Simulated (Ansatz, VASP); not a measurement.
Two plane-wave programs on BeRhS3

```
Be Rh S
1.0
     4.62021    0.00000    0.00000
     0.00000    4.62021    0.00000
     0.00000    0.00000    4.62021
Be Rh S
1 1 3
Direct
  0.00000 0.00000 0.00000
  0.50000 0.50000 0.50000
  0.00000 0.50000 0.50000
  0.50000 0.00000 0.50000
  0.50000 0.50000 0.00000
```

Change from the starting cell: species swapped into the KCuCl3 type (Pm-3m, No. 221).

Alike in both runs: functional PBE; k mesh 4 × 4 × 4; occupations gaussian, width 0.1 eV; collinear spin.

Ansatz relaxed the structure, and its values are those at the end. VASP's run is a single point on that final structure, the one shown.

|  | VASP | Ansatz |
| --- | --- | --- |
| version | VASP 6.6.1 | Ansatz 0.2.0 |
| potentials or method | VASP PAW PBE potentials, release 64 (Be, Rh_pv, S) | scalar-relativistic, plane waves, PAW |
| plane-wave cutoff (eV) | 520 | 420 |
| valence electrons in the cell | 35 | 37 |

```csv
,VASP,Ansatz,Ansatz less VASP
gap on the k mesh at the Fermi level (eV),none,none,-
pressure (GPa),0.2,0.3,+0.12
net moment per atom (μB),0.00,0.00,-0.001
```

A gap of «none» marks a metal or a gap that the smearing closes. The two sets of potentials don't hold the same shells in valence. Ansatz warned: «seeded_moment_not_kept».
